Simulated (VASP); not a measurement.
# Hf3P2N2 (P2_1/m) in VASP: single point with PBEsol

Aim: the single point of Hf3P2N2 with PBEsol.

Everything below comes from runs of VASP 6.6.1. Logs are shortened: lines on timing, memory, paths and dates and some standing lists are left out, and cuts for length are marked.

## Step 1: The structure

Symmetry: P2_1/m, No. 11, monoclinic system. The conventional cell has a = 8.213 Å, b = 3.531 Å, c = 8.773 Å, α = 90.00°, β = 112.42°, γ = 90.00°. Around Hf (site symmetry m) lie 3 N at 2.32 to 2.42 Å. Hf (site symmetry m) is surrounded by 5 N at 2.26 to 2.52 Å. Around Hf (site symmetry m) lie 2 N at 2.41 Å. P (site symmetry m) is surrounded by 2 N at 1.67 to 1.77 Å. P (site symmetry m) is surrounded by 2 P at 2.23 Å. N (site symmetry m) has 1 P at 1.77 Å as nearest neighbours. N (site symmetry m) is surrounded by 1 P at 1.67 Å.

The cell was built by a generator and needn't be a form met in nature.

## Step 2: Single point, PBEsol

Input file INCAR:

```
PREC = Accurate
ENCUT = 520
EDIFF = 1E-6
ISMEAR = -1
SIGMA = 0.1
LREAL = F
LASPH = T
NELM = 80
ALGO = Fast
ISIF = 2
LWAVE = F
LCHARG = F
GGA = PS
NBANDS = 63
```

Input file KPOINTS:

```
Automatic mesh
0
Gamma
  4 7 3
```

Input file POSCAR:

```
Hf3P2N2
1.0
    8.2130710000      0.0000000000      0.0000000000
    0.0000000000      3.5309290000      0.0000000000
   -3.3460440000      0.0000000000      8.1100800000
Hf P N
6 4 4
Direct
    0.3165000000      0.2500000000      0.9442000000
    0.6835000000      0.7500000000      0.0558000000
    0.5202000000      0.2500000000      0.6701000000
    0.4798000000      0.7500000000      0.3299000000
    0.1175000000      0.2500000000      0.3522000000
    0.8825000000      0.7500000000      0.6478000000
    0.7580000000      0.2500000000      0.3485000000
    0.2420000000      0.7500000000      0.6515000000
    0.9155000000      0.2500000000      0.9441000000
    0.0845000000      0.7500000000      0.0559000000
    0.6804000000      0.2500000000      0.5108000000
    0.3196000000      0.7500000000      0.4892000000
    0.5733000000      0.2500000000      0.1784000000
    0.4267000000      0.7500000000      0.8216000000
```

Potentials or basis: VASP PAW PBE potentials, release 64 (Hf_pv, P, N).

On the command line:

```
> cat potpaw_PBE.64/Hf_pv/POTCAR potpaw_PBE.64/P/POTCAR potpaw_PBE.64/N/POTCAR > POTCAR
> mpirun -np 1 vasp_std > vasp.out
```

OUTCAR:

```text
PREC = Accurate
   ENCUT = 520
   EDIFF = 1E-6
   ISMEAR = -1
   LREAL = F
   LASPH = T
   NELM = 80
   ISIF = 2
   GGA = PS

 ion  position               nearest neighbor table
   1  0.316  0.250  0.944-  13 2.32  14 2.42  14 2.42   8 2.98   8 2.98  10 3.02  10 3.02   9 3.29
                             2 3.30   2 3.30   3 3.41   4 3.59   4 3.59
   2  0.684  0.750  0.056-  14 2.32  13 2.42  13 2.42   7 2.98   7 2.98   9 3.02   9 3.02  10 3.29
                             1 3.30   1 3.30   4 3.41   3 3.59   3 3.59
   3  0.520  0.250  0.670-  11 2.26  14 2.50  14 2.50  12 2.52  12 2.52   8 2.84   8 2.84   9 3.22
                             4 3.37   4 3.37   1 3.41   5 3.42   6 3.53   6 3.53   2 3.59   2 3.59
   4  0.480  0.750  0.330-  12 2.26  13 2.50  13 2.50  11 2.52  11 2.52   7 2.84   7 2.84  10 3.22
                             3 3.37   3 3.37   2 3.41   6 3.42   5 3.53   5 3.53   1 3.59   1 3.59
   5  0.117  0.250  0.352-  12 2.41  12 2.41   7 2.94   8 3.00   8 3.00  10 3.07  10 3.07   9 3.32
                             3 3.42   4 3.53   4 3.53
   6  0.883  0.750  0.648-  11 2.41  11 2.41   8 2.94   7 3.00   7 3.00   9 3.07   9 3.07  10 3.32
                             4 3.42   3 3.53   3 3.53
   7  0.758  0.250  0.349-  13 1.67  11 1.77   4 2.84   4 2.84   5 2.94   2 2.98   2 2.98   6 3.00
                             6 3.00
   8  0.242  0.750  0.651-  14 1.67  12 1.77   3 2.84   3 2.84   6 2.94   1 2.98   1 2.98   5 3.00
                             5 3.00
   9  0.916  0.250  0.944-  10 2.23  10 2.23   2 3.02   2 3.02   6 3.07   6 3.07   3 3.22   1 3.29
                             5 3.32
  10  0.084  0.750  0.056-   9 2.23   9 2.23   1 3.02   1 3.02   5 3.07   5 3.07   4 3.22   2 3.29
                             6 3.32
  11  0.680  0.250  0.511-   7 1.77   3 2.26   6 2.41   6 2.41   4 2.52   4 2.52
  12  0.320  0.750  0.489-   8 1.77   4 2.26   5 2.41   5 2.41   3 2.52   3 2.52
  13  0.573  0.250  0.178-   7 1.67   1 2.32   2 2.42   2 2.42   4 2.50   4 2.50
  14  0.427  0.750  0.822-   8 1.67   2 2.32   1 2.42   1 2.42   3 2.50   3 2.50

  LATTYP: Found a simple monoclinic cell.
 ALAT       =     8.2130710000
 B/A-ratio  =     0.4299158013
 C/A-ratio  =     1.0682022689
 COS(beta)  =    -0.3813928739

  Lattice vectors:

 A1 = (   8.2130710000,   0.0000000000,   0.0000000000)
 A2 = (   0.0000000000,   3.5309290000,   0.0000000000)
 A3 = (  -3.3460440000,   0.0000000000,   8.1100800000)

Analysis of symmetry for initial positions (statically):
=====================================================================
 Subroutine PRICEL returns:
 Original cell was already a primitive cell.

 Routine SETGRP: Setting up the symmetry group for a
 simple monoclinic supercell.

 Subroutine GETGRP returns: Found  4 space group operations
 (whereof  2 operations were pure point group operations)
 out of a pool of  4 trial point group operations.

The static configuration has the point symmetry S_2 .
 The point group associated with its full space group is C_2h.

Analysis of symmetry for dynamics (positions and initial velocities):
=====================================================================
 Subroutine PRICEL returns:
 Original cell was already a primitive cell.

 Routine SETGRP: Setting up the symmetry group for a
 simple monoclinic supercell.

 Subroutine GETGRP returns: Found  4 space group operations
 (whereof  2 operations were pure point group operations)
 out of a pool of  4 trial point group operations.

The dynamic configuration has the point symmetry S_2 .
 The point group associated with its full space group is C_2h.

 Subroutine INISYM returns: Found  4 space group operations
 (whereof  2 operations are pure point group operations),
 and found     1 'primitive' translations

----------------------------------------------------------------------------------------

                                     Primitive cell

  volume of cell :     235.1905

  direct lattice vectors                    reciprocal lattice vectors
     8.213071000  0.000000000  0.000000000     0.121757136  0.000000000  0.050234367
     0.000000000  3.530929000  0.000000000     0.000000000  0.283211585  0.000000000
    -3.346044000  0.000000000  8.110080000     0.000000000  0.000000000  0.123303346

  length of vectors
     8.213071000  3.530929000  8.773221076     0.131712914  0.283211585  0.123303346

  position of ions in fractional coordinates (direct lattice)
     0.316500000  0.250000000  0.944200000
     0.683500000  0.750000000  0.055800000
     0.520200000  0.250000000  0.670100000
     0.479800000  0.750000000  0.329900000
     0.117500000  0.250000000  0.352200000
     0.882500000  0.750000000  0.647800000
     0.758000000  0.250000000  0.348500000
     0.242000000  0.750000000  0.651500000
     0.915500000  0.250000000  0.944100000
     0.084500000  0.750000000  0.055900000
     0.680400000  0.250000000  0.510800000
     0.319600000  0.750000000  0.489200000
     0.573300000  0.250000000  0.178400000
     0.426700000  0.750000000  0.821600000

  ion indices of the primitive-cell ions
   primitive index   ion index
                 1           1
                 2           2
                 3           3
                 4           4
                 5           5
                 6           6
                 7           7
                 8           8
                 9           9
                10          10
                11          11
                12          12
                13          13
                14          14

----------------------------------------------------------------------------------------

 KPOINTS: Automatic mesh

Automatic generation of k-mesh.
 Grid dimensions read from file:
 generate k-points for:    4    7    3

 Generating k-lattice:

  Cartesian coordinates                     Fractional coordinates (reciprocal lattice)
     0.030439284  0.000000000  0.012558592     0.250000000  0.000000000  0.000000000
     0.000000000  0.040458798  0.000000000     0.000000000  0.142857143  0.000000000
     0.000000000  0.000000000  0.041101115     0.000000000  0.000000000  0.333333333

  Length of vectors
     0.032928228  0.040458798  0.041101115

  Shift w.r.t. Gamma in fractional coordinates (k-lattice)
     0.000000000  0.000000000  0.000000000

 Subroutine IBZKPT returns following result:
 ===========================================

 Found     28 irreducible k-points:

 Following reciprocal coordinates:
            Coordinates               Weight
  0.000000  0.000000  0.000000      1.000000
  0.250000  0.000000 -0.000000      2.000000
  0.500000  0.000000 -0.000000      1.000000
  0.000000  0.142857  0.000000      2.000000
  0.250000  0.142857 -0.000000      4.000000
  0.500000  0.142857 -0.000000      2.000000
[... 16 lines left out ...]
  0.500000  0.285714  0.333333      4.000000
 -0.250000  0.285714  0.333333      4.000000
 [... further k-points ...]
   k-points           NKPTS =     28   k-points in BZ     NKDIM =     28   number of bands    NBANDS=     63
   number of dos      NEDOS =    301   number of ions     NIONS =     14
   total plane-waves  NPLWV = 125440
   dimension x,y,z NGX =    64 NGY =   28 NGZ =   70
   dimension x,y,z NGXF=   128 NGYF=   56 NGZF=  140
   ions per type =               6   4   4
   NGX,Y,Z   is equivalent  to a cutoff of  12.95, 13.18, 13.26 a.u.
   NGXF,Y,Z  is equivalent  to a cutoff of  25.91, 26.37, 26.53 a.u.
 SYSTEM =  unknown system
   PREC   = accura    normal or accurate (medium, high low for compatibility)
   ISTART =      0    job   : 0-new  1-cont  2-samecut
   ICHARG =      2    charge: 1-file 2-atom 10-const
   ISPIN  =      1    spin polarized calculation?
   LNONCOLLINEAR =      F non collinear calculations
   LSORBIT =      F    spin-orbit coupling
   LASPH  =      T    aspherical Exc in radial PAW
   ENCUT  =  520.0 eV  38.22 Ry    6.18 a.u.  15.27  6.57 16.31*2*pi/ulx,y,z
   NELM   =     80;   NELMIN=  2; NELMDL= -5     # of ELM steps
   EDIFF  = 0.1E-05   stopping-criterion for ELM
   LREAL  =      F    real-space projection
   EDIFFG = 0.1E-04   stopping-criterion for IOM
   NSW    =      0    number of steps for IOM
   IBRION =     -1    ionic relax: 0-MD 1-quasi-New 2-CG
   NFREE  =      0    steps in history (QN), initial steepest desc. (CG)
   ISIF   =      2    stress and relaxation
   ISYM   =      2    0-nonsym 1-usesym 2-fastsym
   POTIM  = 0.5000    time-step for ionic-motion
   TEBEG  =    0.0;   TEEND  =   0.0 temperature during run
   PSTRESS=    0.0 pullay stress
   NELECT =     100.0000    total number of electrons
   NUPDOWN=      -1.0000    fix difference up-down
   EMIN   =  10.00;   EMAX   =-10.00  energy-range for DOS
   EFERMI =   0.00;   METHOD = LEGACY
   ISMEAR =    -1;   SIGMA  =   0.10  broadening in eV -4-tet -1-fermi 0-gaus
   EFERMI_NEDOS =   21; number of points for ismear=-14 and -15
   IALGO  =     68    algorithm
   IMIX   =      4    mixing-type and parameters
     AMIX     =   0.40;   BMIX     =  1.00
     AMIX_MAG =   1.60;   BMIX_MAG =  1.00
  volume/ion in A,a.u.               =      16.80       113.37
  Fermi-wavevector in a.u.,A,eV,Ry     =   1.231029  2.326307 20.618708  1.515432
  Thomas-Fermi vector in A             =   2.365854
   LORBIT       =      0    0 simple, 1 ext, 2 COOP (PROOUT), +10 PAW based schemes
   GGA     = PS    functional components
   LHFCALC =     F    Hartree Fock is set to
   AEXX    =    0.0000 exact exchange contribution
   IVDW    =     0    specifies the selected vdW correction
   LEPSILON=     F    determine dielectric tensor
   LRPA    =     F    only Hartree local field effects (RPA)
 non-spin polarized calculation
 RMM-DIIS sequential band-by-band and
  energy-cutoff  :      520.00
  volume of cell :      235.19
 maximum number of plane-waves:      6364
 NGX is ok and might be reduce to    64
   NGX = 31   NGY = 13   NGZ = 33

 number of electron     100.0000001 magnetization

 number of electron      99.9999999 magnetization

 Free energy of the ion-electron system (eV)
  ---------------------------------------------------
  ext. energy  EPLUGINS =         0.00000000
  ---------------------------------------------------
  free energy    TOTEN  =      -126.39170412 eV

  energy without entropy =     -126.10289994  energy(sigma->0) =     -126.24730203

 E-fermi :   6.4731     XC(G=0): -11.1654

 val. band max:        6.4683233241   @ k =   0.5000   0.1429  -0.0000
 cond. band min:       6.4926245002   @ k =   0.0000   0.0000   0.3333
 fundamental gap:      0.0243011760
 Fermi energy:         6.4731481410

 k-point     1 :       0.0000    0.0000    0.0000
  band No.  band energies     occupation
      1     -25.7256      2.00000
      2     -25.6821      2.00000
      3     -25.6633      2.00000
      4     -25.6326      2.00000
      5     -25.5893      2.00000
      6     -25.5575      2.00000
[... 54 lines left out ...]
     61       8.0094      0.00000
     62       8.4579      0.00000

 k-point     2 :       0.2500    0.0000   -0.0000
  band No.  band energies     occupation
      1     -25.7294      2.00000
      2     -25.6804      2.00000
      3     -25.6560      2.00000
      4     -25.6341      2.00000
      5     -25.5937      2.00000
      6     -25.5584      2.00000
[... 1419 lines left out ...]
     61       8.3365      0.00000
     62       8.6925      0.00000

 k-point    24 :      -0.2500    0.2857    0.3333
  band No.  band energies     occupation
      1     -25.7004      2.00000
      2     -25.6693      2.00000
      3     -25.6448      2.00000
      4     -25.6328      2.00000
      5     -25.5952      2.00000
      6     -25.5742      2.00000
[... 54 lines left out ...]
     61       8.4868      0.00000
     62       8.7175      0.00000

 [... further k-points ...]

 [bands above 62 left out]

------------------------ aborting loop because EDIFF is reached ----------------------------------------

  FORCE on cell =-STRESS in cart. coord.  units (eV):
  Direction    XX          YY          ZZ          XY          YZ          ZX
  --------------------------------------------------------------------------------------
  -------------------------------------------------------------------------------------
  Total      -31.2702019    -30.8531019    -31.6379748      0.0000000      0.0000000      2.4033614
  in kB     -213.0205819   -210.1791905   -215.5259448      0.0000000      0.0000000     16.3723102
  external PRESSURE =    -212.9085724 kB  Pullay stress =       0.0000000 kB

 VOLUME and BASIS-vectors are now :
 -----------------------------------------------------------------------------
  energy-cutoff  :      520.00
  volume of cell :      235.19
      direct lattice vectors                 reciprocal lattice vectors
     8.213071000  0.000000000  0.000000000     0.121757136  0.000000000  0.050234367
     0.000000000  3.530929000  0.000000000     0.000000000  0.283211585  0.000000000
    -3.346044000  0.000000000  8.110080000     0.000000000  0.000000000  0.123303346

 POSITION                                       TOTAL-FORCE (eV/Angst)
 -----------------------------------------------------------------------------------
     -0.55990      0.88273      7.65754         0.202040     -0.000000      0.464296
      5.42692      2.64820      0.45254        -0.202040      0.000000     -0.464296
      2.03026      0.88273      5.43456         0.124595      0.000000      0.044684
      2.83677      2.64820      2.67552        -0.124595      0.000000     -0.044684
     -0.21344      0.88273      2.85637        -0.026079      0.000000      0.391771
      5.08047      2.64820      5.25371         0.026079      0.000000     -0.391771
      5.05941      0.88273      2.82636         2.762148      0.000000      1.303004
     -0.19238      2.64820      5.28372        -2.762148     -0.000000     -1.303004
      4.36007      0.88273      7.65673        -1.858871      0.000000     -2.041650
      0.50696      2.64820      0.45335         1.858871     -0.000000      2.041650
      3.87901      0.88273      4.14263        -1.253727      0.000000      0.516860
      0.98801      2.64820      3.96745         1.253727      0.000000     -0.516860
      4.11162      0.88273      1.44684        -1.305214     -0.000000     -1.772178
      0.75541      2.64820      6.66324         1.305214      0.000000      1.772178
 -----------------------------------------------------------------------------------
    total drift:                               -0.000000     -0.000000      0.000000

  FREE ENERGIE OF THE ION-ELECTRON SYSTEM (eV)
  ---------------------------------------------------
  free  energy   TOTEN  =      -126.3917041239 eV

  energy  without entropy=     -126.1028999436  energy(sigma->0) =     -126.24730203
```

Wall time 12 min (1 thread of Intel Xeon 6975P-C (Granite Rapids), shared host); peak memory 0.54 GiB.

What came out:

```yaml
Free_energy: -126.3917 eV
Pressure: -21.3 GPa
Largest_force: 3.054 eV/Å
Band_gap_on_the_k_mesh: none (metal or under the smearing width)
```

Forces in eV/Å, atoms in the order of the input:
```
Hf   0.202  0.000  0.464
Hf  -0.202  0.000 -0.464
Hf   0.125  0.000  0.045
Hf  -0.125  0.000 -0.045
Hf  -0.026  0.000  0.392
Hf   0.026  0.000 -0.392
P    2.762  0.000  1.303
P   -2.762  0.000 -1.303
P   -1.859  0.000 -2.042
P    1.859  0.000  2.042
N   -1.254  0.000  0.517
N    1.254  0.000 -0.517
N   -1.305  0.000 -1.772
N    1.305  0.000  1.772
```

Levels at points of the mesh, in eV from the Fermi level:
```
           k point  band 48  band 49  band 50  band 51  band 52  band 53
(0.00, 0.00, 0.00)    -0.32    -0.16    -0.15     0.07     0.26     0.32
(0.50, 0.00, 0.00)    -0.67    -0.40    -0.35    -0.26    -0.02     0.18
```

Caveat: so large a pressure means that the cell lies far from this level's equilibrium, or that cutoff or potentials fall short; the potentials were made for another functional, which shifts forces and pressure. The run has no spin-orbit coupling, so splittings on Hf are missing.
